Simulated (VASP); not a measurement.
# AsAu (F-43m) in VASP: notebook

The runs below take AsAu through electric field gradients, with PBE.

Everything below comes from runs of VASP 6.6.1. Logs are shortened: lines on timing, memory, paths and dates and some standing lists are left out, and cuts for length are marked.

**1. Starting point**

The structure is cubic, space group F-43m (No. 216). Conventional cell: a = 5.841 Å, b = 5.841 Å, c = 5.841 Å, α = 90.00°, β = 90.00°, γ = 90.00°. Au (site symmetry -43m) is surrounded by 4 As at 2.53 Å. Around As (site symmetry -43m) lie 4 Au at 2.53 Å.

The cell comes from a database or a generator and needn't be the stable form of this composition.

**2. Electric field gradients, PBE**

Contents of INCAR:

```
PREC = Accurate
ENCUT = 520
EDIFF = 1E-8
ISMEAR = -1
SIGMA = 0.08
LREAL = False
LASPH = True
NELM = 100
ALGO = Normal
ISIF = 2
LWAVE = False
LCHARG = False
GGA = PE
LEFG = True
NBANDS = 15
```

Contents of KPOINTS:

```
regular mesh
0
Gamma
  11 11 11
```

Contents of POSCAR:

```
AsAu
1.0
    0.0000000000      2.9202842861      2.9202842861
    2.9202842861      0.0000000000      2.9202842861
    2.9202842861      2.9202842861      0.0000000000
Au As
1 1
Direct
    0.0000000000      0.0000000000      0.0000000000
    0.2500000000      0.2500000000      0.2500000000
```

Potentials or basis: VASP PAW PBE potentials, release 64 (Au, As).

Launch:

```bash
$ cat potpaw_PBE.64/Au/POTCAR potpaw_PBE.64/As/POTCAR > POTCAR
$ mpirun -np 1 vasp_std > vasp.out
```

OUTCAR:

```text
PREC = Accurate
   ENCUT = 520
   EDIFF = 1E-8
   ISMEAR = -1
   LREAL = False
   LASPH = True
   NELM = 100
   ISIF = 2
   GGA = PE

 ion  position               nearest neighbor table
   1  0.000  0.000  0.000-   2 2.53   2 2.53   2 2.53   2 2.53
   2  0.250  0.250  0.250-   1 2.53   1 2.53   1 2.53   1 2.53

  LATTYP: Found a face centered cubic cell.
 ALAT       =     5.8405685722

  Lattice vectors:

 A1 = (   0.0000000000,   2.9202842861,   2.9202842861)
 A2 = (   2.9202842861,   0.0000000000,   2.9202842861)
 A3 = (   2.9202842861,   2.9202842861,   0.0000000000)

Analysis of symmetry for initial positions (statically):
=====================================================================
 Subroutine PRICEL returns:
 Original cell was already a primitive cell.

 Routine SETGRP: Setting up the symmetry group for a
 face centered cubic supercell.

 Subroutine GETGRP returns: Found 24 space group operations
 (whereof 24 operations were pure point group operations)
 out of a pool of 48 trial point group operations.

The static configuration has the point symmetry T_d .

Analysis of symmetry for dynamics (positions and initial velocities):
=====================================================================
 Subroutine PRICEL returns:
 Original cell was already a primitive cell.

 Routine SETGRP: Setting up the symmetry group for a
 face centered cubic supercell.

 Subroutine GETGRP returns: Found 24 space group operations
 (whereof 24 operations were pure point group operations)
 out of a pool of 48 trial point group operations.

The dynamic configuration has the point symmetry T_d .

 Subroutine INISYM returns: Found 24 space group operations
 (whereof 24 operations are pure point group operations),
 and found     1 'primitive' translations

----------------------------------------------------------------------------------------

                                     Primitive cell

  volume of cell :      49.8087

  direct lattice vectors                    reciprocal lattice vectors
     0.000000000  2.920284286  2.920284286    -0.171216207  0.171216207  0.171216207
     2.920284286  0.000000000  2.920284286     0.171216207 -0.171216207  0.171216207
     2.920284286  2.920284286  0.000000000     0.171216207  0.171216207 -0.171216207

  length of vectors
     4.129905643  4.129905643  4.129905643     0.296555170  0.296555170  0.296555170

  position of ions in fractional coordinates (direct lattice)
     0.000000000  0.000000000  0.000000000
     0.250000000  0.250000000  0.250000000

  ion indices of the primitive-cell ions
   primitive index   ion index
                 1           1
                 2           2

----------------------------------------------------------------------------------------

 KPOINTS: regular mesh

Automatic generation of k-mesh.
 Grid dimensions read from file:
 generate k-points for:   11   11   11

 Generating k-lattice:

  Cartesian coordinates                     Fractional coordinates (reciprocal lattice)
    -0.015565110  0.015565110  0.015565110     0.090909091  0.000000000  0.000000000
     0.015565110 -0.015565110  0.015565110     0.000000000  0.090909091  0.000000000
     0.015565110  0.015565110 -0.015565110     0.000000000  0.000000000  0.090909091

  Length of vectors
     0.026959561  0.026959561  0.026959561

  Shift w.r.t. Gamma in fractional coordinates (k-lattice)
     0.000000000  0.000000000  0.000000000

 Subroutine IBZKPT returns following result:
 ===========================================

 Found     56 irreducible k-points:

 Following reciprocal coordinates:
            Coordinates               Weight
  0.000000  0.000000  0.000000      1.000000
  0.090909  0.000000  0.000000      8.000000
  0.181818  0.000000  0.000000      8.000000
  0.272727  0.000000  0.000000      8.000000
  0.363636  0.000000  0.000000      8.000000
  0.454545  0.000000  0.000000      8.000000
[... 16 lines left out ...]
 -0.272727  0.181818  0.000000     24.000000
 -0.181818  0.181818  0.000000     12.000000
 [... further k-points ...]
   k-points           NKPTS =     56   k-points in BZ     NKDIM =     56   number of bands    NBANDS=     15
   number of dos      NEDOS =    301   number of ions     NIONS =      2
   total plane-waves  NPLWV =  32768
   dimension x,y,z NGX =    32 NGY =   32 NGZ =   32
   dimension x,y,z NGXF=    64 NGYF=   64 NGZF=   64
   ions per type =               1   1
   NGX,Y,Z   is equivalent  to a cutoff of  12.88, 12.88, 12.88 a.u.
   NGXF,Y,Z  is equivalent  to a cutoff of  25.76, 25.76, 25.76 a.u.
 SYSTEM =  unknown system
   PREC   = accura    normal or accurate (medium, high low for compatibility)
   ISTART =      0    job   : 0-new  1-cont  2-samecut
   ICHARG =      2    charge: 1-file 2-atom 10-const
   ISPIN  =      1    spin polarized calculation?
   LNONCOLLINEAR =      F non collinear calculations
   LSORBIT =      F    spin-orbit coupling
   LASPH  =      T    aspherical Exc in radial PAW
   ENCUT  =  520.0 eV  38.22 Ry    6.18 a.u.   7.68  7.68  7.68*2*pi/ulx,y,z
   NELM   =    100;   NELMIN=  2; NELMDL= -5     # of ELM steps
   EDIFF  = 0.1E-07   stopping-criterion for ELM
   LREAL  =      F    real-space projection
   EDIFFG = 0.1E-06   stopping-criterion for IOM
   NSW    =      0    number of steps for IOM
   IBRION =     -1    ionic relax: 0-MD 1-quasi-New 2-CG
   NFREE  =      0    steps in history (QN), initial steepest desc. (CG)
   ISIF   =      2    stress and relaxation
   ISYM   =      2    0-nonsym 1-usesym 2-fastsym
   POTIM  = 0.5000    time-step for ionic-motion
   TEBEG  =    0.0;   TEEND  =   0.0 temperature during run
   PSTRESS=    0.0 pullay stress
   NELECT =      16.0000    total number of electrons
   NUPDOWN=      -1.0000    fix difference up-down
   EMIN   =  10.00;   EMAX   =-10.00  energy-range for DOS
   EFERMI =   0.00;   METHOD = LEGACY
   ISMEAR =    -1;   SIGMA  =   0.08  broadening in eV -4-tet -1-fermi 0-gaus
   EFERMI_NEDOS =   21; number of points for ismear=-14 and -15
   IALGO  =     38    algorithm
   IMIX   =      4    mixing-type and parameters
     AMIX     =   0.40;   BMIX     =  1.00
     AMIX_MAG =   1.60;   BMIX_MAG =  1.00
  volume/ion in A,a.u.               =      24.90       168.06
  Fermi-wavevector in a.u.,A,eV,Ry     =   1.121191  2.118744 17.103473  1.257070
  Thomas-Fermi vector in A             =   2.257843
   LORBIT       =      0    0 simple, 1 ext, 2 COOP (PROOUT), +10 PAW based schemes
   GGA     = PE    functional components
   LHFCALC =     F    Hartree Fock is set to
   AEXX    =    0.0000 exact exchange contribution
   IVDW    =     0    specifies the selected vdW correction
   LEPSILON=     F    determine dielectric tensor
   LRPA    =     F    only Hartree local field effects (RPA)
 non-spin polarized calculation
  energy-cutoff  :      520.00
  volume of cell :       49.81
 maximum number of plane-waves:      1363
   NGX = 15   NGY = 15   NGZ = 15

 number of electron      15.9999999 magnetization

 Free energy of the ion-electron system (eV)
  ---------------------------------------------------
  ext. energy  EPLUGINS =         0.00000000
  ---------------------------------------------------
  free energy    TOTEN  =        -7.45661797 eV

  energy without entropy =       -7.42804667  energy(sigma->0) =       -7.44233232

 E-fermi :   4.1658     XC(G=0):  -9.6882

 val. band max:        4.1578556349   @ k =  -0.1818   0.1818   0.0000
 cond. band min:       4.1731994472   @ k =  -0.2727   0.3636   0.0909
 fundamental gap:      0.0153438123
 Fermi energy:         4.1658298995

 k-point     1 :       0.0000    0.0000    0.0000
  band No.  band energies     occupation
      1      -7.8870      2.00000
      2      -1.3805      2.00000
      3      -1.3805      2.00000
      4      -1.3805      2.00000
      5      -0.0674      2.00000
      6      -0.0674      2.00000
      7       5.7695      0.00000
      8       6.7896      0.00000
      9       6.7896      0.00000
     10       6.7896      0.00000
     11      10.6052      0.00000
     12      10.6052      0.00000
     13      10.6052      0.00000
     14      13.9322      0.00000
[... 401 lines left out ...]
      2      -1.4281      2.00000
      3      -1.1628      2.00000
      4      -1.1385      2.00000
      5      -0.1492      2.00000
      6       0.0156      2.00000
      7       2.8859      2.00000
      8       4.1579      1.04980
      9       5.9463      0.00000
     10       8.3868      0.00000
     11      10.7600      0.00000
     12      11.3518      0.00000
     13      11.5921      0.00000
     14      14.6592      0.00000
     15      16.5810      0.00000

 [... further k-points ...]

------------------------ aborting loop because EDIFF is reached ----------------------------------------

  FORCE on cell =-STRESS in cart. coord.  units (eV):
  Direction    XX          YY          ZZ          XY          YZ          ZX
  --------------------------------------------------------------------------------------
  -------------------------------------------------------------------------------------
  Total       -0.0232560     -0.0232560     -0.0232560     -0.0000000      0.0000000      0.0000000
  in kB       -0.7480660     -0.7480660     -0.7480660     -0.0000000      0.0000000      0.0000000
  external PRESSURE =      -0.7480660 kB  Pullay stress =       0.0000000 kB

 VOLUME and BASIS-vectors are now :
 -----------------------------------------------------------------------------
  energy-cutoff  :      520.00
  volume of cell :       49.81
      direct lattice vectors                 reciprocal lattice vectors
     0.000000000  2.920284286  2.920284286    -0.171216207  0.171216207  0.171216207
     2.920284286  0.000000000  2.920284286     0.171216207 -0.171216207  0.171216207
     2.920284286  2.920284286  0.000000000     0.171216207  0.171216207 -0.171216207

 POSITION                                       TOTAL-FORCE (eV/Angst)
 -----------------------------------------------------------------------------------
      0.00000      0.00000      0.00000         0.000000     -0.000000      0.000000
      1.46014      1.46014      1.46014        -0.000000      0.000000     -0.000000
 -----------------------------------------------------------------------------------
    total drift:                                0.000000      0.000000      0.000000

  FREE ENERGIE OF THE ION-ELECTRON SYSTEM (eV)
  ---------------------------------------------------
  free  energy   TOTEN  =        -7.4566179683 eV

  energy  without entropy=       -7.4280466712  energy(sigma->0) =       -7.44233232

 Electric field gradients (V/A^2)
---------------------------------------------------------------------
 ion       V_xx      V_yy      V_zz      V_xy      V_xz      V_yz
---------------------------------------------------------------------
   1       0.000     0.000     0.000     0.000     0.000     0.000
   2       0.000    -0.000    -0.000    -0.000    -0.000    -0.000
---------------------------------------------------------------------

 Electric field gradients after diagonalization (V/A^2)
 (convention: |V_zz| > |V_xx| > |V_yy|)
----------------------------------------------------------------------
 ion       V_xx      V_yy      V_zz     asymmetry (V_yy - V_xx)/ V_zz
----------------------------------------------------------------------
   1      -0.000    -0.000     0.001       0.000
   2       0.000     0.000    -0.000       0.000
----------------------------------------------------------------------

           NMR quadrupolar parameters

 Cq : quadrupolar parameter    Cq=e*Q*V_zz/h
 eta: asymmetry parameters     (V_yy - V_xx)/ V_zz
 Q  : nuclear electric quadrupole moment in mb (millibarn)
----------------------------------------------------------------------
 ion       Cq(MHz)       eta       Q (mb)
----------------------------------------------------------------------
   1       0.000       0.000       1.000
   2      -0.000       0.000       1.000
----------------------------------------------------------------------
```

It took 16 s on 1 thread of Intel Xeon 6975P-C (Granite Rapids), shared host; peak memory 0.2 GiB.

What came out:

```yaml
Free_energy: -7.4566 eV
Pressure: -0.1 GPa
Band_gap_on_the_k_mesh: none (metal or under the smearing width)
```

Levels at points of the mesh, in eV from the Fermi level:
```
           k point  band 5  band 6  band 7  band 8  band 9  band 10  band 11  band 12
(0.00, 0.00, 0.00)   -4.23   -4.23    1.60    2.62    2.62     2.62     6.44     6.44
```

Electric field gradients, principal values (V/Å²):
| atom | Vxx | Vyy | Vzz |
| --- | --- | --- | --- |
| 1 Au | 0.000 | 0.000 | 0.001 |
| 2 As | 0.000 | 0.000 | 0.000 |

Spin-orbit coupling is left out, which matters for the levels of Au.

(Part 1 of 2 ends here.)
